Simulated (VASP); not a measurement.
An input for Quantum ESPRESSO's pw.x (written as the equivalent of a VASP run, and not itself run):

```
&CONTROL
  calculation = 'vc-relax'
  pseudo_dir = './pseudo'
  outdir = './out'
  tprnfor = .true.
  tstress = .true.
  nstep = 40
  forc_conv_thr = 0.00078
/
&SYSTEM
  ibrav = 0
  nat = 2
  ntyp = 1
  ecutwfc = 84
  occupations = 'smearing'
  smearing = 'methfessel-paxton'
  degauss = 0.00735
  input_dft = 'pbesol'
/
&ELECTRONS
  conv_thr = 7.3e-08
  electron_maxstep = 100
/
&IONS
/
&CELL
  press = 50
/
ATOMIC_SPECIES
  Mg 24.305 Mg.upf
CELL_PARAMETERS angstrom
     1.5896614   -2.7533748    0.0000000
     1.5896614    2.7533748   -0.0000000
     0.0000000    0.0000000    5.1406642
ATOMIC_POSITIONS crystal
  Mg   0.3333330  0.6666670  0.2500000
  Mg   0.6666670  0.3333330  0.7500000
K_POINTS automatic
  13 13 7 0 0 0
```

Problem. Translate this input to VASP (INCAR, KPOINTS, POSCAR, choice of POTCAR).

Solution. One answer among several that fit: 
**INCAR**
```
# general
SYSTEM =Mg
PREC   =Accurate
ENCUT  =500   # plane-wave cut-off (eV)
LREAL  =.False.
LASPH  =.True.   # aspherical one-centre terms

# electronic loop
EDIFF  =1E-6   # SCF stop (eV)
NELM   =100   # most electronic steps
ALGO   =Normal   # blocked Davidson

# smearing
ISMEAR =1   # Methfessel-Paxton
SIGMA  =0.1

# functional
GGA    =PS

# ions
IBRION =2
NSW    =40   # most ionic steps
ISIF   =3   # ions, shape and volume
EDIFFG =-0.02   # ionic stop
PSTRESS=50   # kbar

# output
LWAVE  =.False.
LCHARG =.False.
```

**POSCAR**
```
Mg
1
    1.5896614121    -2.7533747737     0.0000000000
    1.5896614121     2.7533747737    -0.0000000000
    0.0000000000     0.0000000000     5.1406642294
Mg
2
Direct
  0.3333330000   0.6666670000   0.2500000000
  0.6666670000   0.3333330000   0.7500000000
```

KPOINTS:
```
Automatic
0
gamma
13 13 7
0 0 0
```

POTCAR, in this order: Mg (PBE.64 set). Program: vasp_std.

Limits of the translation: the potentials are each code's own (VASP's PAW set, PseudoDojo norm-conserving files in pw.x), so ENCUT and ecutwfc are chosen apart and not converted; conv_thr bounds pw.x's estimated SCF error, while EDIFF bounds the energy change between steps; forc_conv_thr acts on force components and is met together with etot_conv_thr.

The compound is Mg in the hcp structure. This run relaxes it under an external pressure of 5 GPa. Symmetry was kept, so distortions that lower it aren't found.
